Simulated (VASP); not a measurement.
All values below come from PBE GGA, VASP's PBE PAW potentials (set 64) (plane waves; VASP).

Input for VASP

**KPOINTS**
```
K-points
0
G
 1 1 1
0 0 0
```

INCAR:
```
ALGO = Fast
EDIFF = 1E-5
EDIFFG = -0.03
ENCUT = 400
GGA = PE
IBRION = 2
ISIF = 2
ISMEAR = 0
ISYM = 0
LASPH = T
LCHARG = F
LMAXMIX = 4
LREAL = Auto
LWAVE = F
NELECT = 386.0
NELM = 100
NELMIN = 4
NSW = 60
PREC = Normal
SIGMA = 0.05
SYSTEM = LiTi24O48
```

File POSCAR:
```
LiTi24O48
1.0
  9.3112496639   0.0000000000   0.0000000000
  0.0000000000   9.3112496639   0.0000000000
  0.0000000000   0.0000000000   8.9060270283
Ti O Li
24 48 1
Direct
  0.0000000000   0.0000000000   0.0000000000
  0.2460710000   0.2455050000   0.1699100000
  0.0000000000   0.0000000000   0.3333330000
  0.2464680000   0.2450910000   0.4976630000
  0.0000000000   0.0000000000   0.6666670000
  0.2500000000   0.2500000000   0.8333330000
  0.0000000000   0.5000000000   0.0000000000
  0.2450980000   0.7460210000   0.1667400000
  0.0004570000   0.4957770000   0.3368980000
  0.2469600000   0.7501630000   0.5002940000
  0.9976160000   0.5048290000   0.6710990000
  0.2500000000   0.7500000000   0.8333330000
  0.5000000000   0.0000000000   0.0000000000
  0.7500000000   0.2500000000   0.1666670000
  0.5000000000   0.0000000000   0.3333330000
  0.7500000000   0.2500000000   0.5000000000
  0.5000000000   0.0000000000   0.6666670000
  0.7500000000   0.2500000000   0.8333330000
  0.5000000000   0.5000000000   0.0000000000
  0.7500000000   0.7500000000   0.1666670000
  0.4995800000   0.5022090000   0.3385140000
  0.7500000000   0.7500000000   0.5000000000
  0.4954240000   0.5034350000   0.6673470000
  0.7500000000   0.7500000000   0.8333330000
  0.1525000000   0.1525000000   0.0000000000
  0.4025000000   0.0975000000   0.1666670000
  0.1011680000   0.4034640000   0.1643710000
  0.3475000000   0.3475000000   0.0000000000
  0.1525000000   0.1525000000   0.3333330000
  0.4025000000   0.0975000000   0.5000000000
  0.0980090000   0.4018820000   0.4947750000
  0.3510170000   0.3450300000   0.3296060000
  0.1525000000   0.1525000000   0.6666670000
  0.4025000000   0.0975000000   0.8333330000
  0.0975000000   0.4025000000   0.8333330000
  0.3460520000   0.3467890000   0.6713640000
  0.1525000000   0.6525000000   0.0000000000
  0.3998600000   0.6013940000   0.1687380000
  0.0975000000   0.9025000000   0.1666670000
  0.3475000000   0.8475000000   0.0000000000
  0.1500720000   0.6569050000   0.3324370000
  0.4073910000   0.6006210000   0.4997920000
  0.0975000000   0.9025000000   0.5000000000
  0.3475000000   0.8475000000   0.3333330000
  0.1551730000   0.6535980000   0.6712750000
  0.4025000000   0.5975000000   0.8333330000
  0.0975000000   0.9025000000   0.8333330000
  0.3475000000   0.8475000000   0.6666670000
  0.6525000000   0.1525000000   0.0000000000
  0.9025000000   0.0975000000   0.1666670000
  0.5975000000   0.4025000000   0.1666670000
  0.8475000000   0.3475000000   0.0000000000
  0.6525000000   0.1525000000   0.3333330000
  0.9025000000   0.0975000000   0.5000000000
  0.5975000000   0.4025000000   0.5000000000
  0.8475000000   0.3475000000   0.3333330000
  0.6525000000   0.1525000000   0.6666670000
  0.9025000000   0.0975000000   0.8333330000
  0.5975000000   0.4025000000   0.8333330000
  0.8475000000   0.3475000000   0.6666670000
  0.6525000000   0.6525000000   0.0000000000
  0.9025000000   0.5975000000   0.1666670000
  0.5975000000   0.9025000000   0.1666670000
  0.8475000000   0.8475000000   0.0000000000
  0.6525000000   0.6525000000   0.3333330000
  0.9025000000   0.5975000000   0.5000000000
  0.5975000000   0.9025000000   0.5000000000
  0.8475000000   0.8475000000   0.3333330000
  0.6525000000   0.6525000000   0.6666670000
  0.9025000000   0.5975000000   0.8333330000
  0.5975000000   0.9025000000   0.8333330000
  0.8475000000   0.8475000000   0.6666670000
  0.2523350000   0.5008650000   0.4111280000
```

POTCAR, in this order: Ti O Li (PBE.64 set). Program: vasp_gam.

Task: What will the output report for the number of irreducible k-points (NKPTS), largest plane-wave count, FFT grid (NGX, NGY, NGZ)?

Result: 
```json
{
 "number of irreducible k-points (NKPTS)": "1",
 "largest_plane_wave_count": "6997",
 "FFT grid (NGX, NGY, NGZ)": "48 × 48 × 48"
}
```

The cell is a supercell with a defect, built from TiO2 (rutile): Li_i, charge -1. The run is not spin-polarised, so no state with unpaired spins was tried.
